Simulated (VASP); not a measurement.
Input:

```
SnO2
1.0
    4.74223     0.00000     0.00000
    0.00000     5.76291     0.00000
    0.00000     0.00000     5.26075
Sn O
4 8
Cartesian
  2.37112   3.83822   3.94556
  2.37112   1.92469   1.31519
  0.00000   4.80614   1.31519
  0.00000   0.95677   3.94556
  3.46488   3.49192   0.41014
  1.27736   2.27098   4.85061
  3.64847   5.15244   3.04051
  1.09376   0.61047   2.22023
  1.09376   5.15244   4.85061
  3.64847   0.61047   0.41014
  1.27736   3.49192   2.22023
  3.46488   2.27098   3.04051
```

All values below come from PBEsol GGA, VASP's PBE PAW potentials (set 64) (plane waves; VASP). Settings: 520 eV cut-off, 9×7×8 Γ-centred mesh, Gaussian smearing of 0.010 eV, potentials Sn_d O.

Q: Estimate the energy per atom (σ→0).

A: 
```yaml
energy per atom (σ→0): -6.598 eV/atom
```

The absolute energy has meaning only against runs of the same code, potentials and settings.

The structure comes from a computed database's SnO2 entry (Pbcn); how it stands against other phases isn't given here. It was relaxed first.
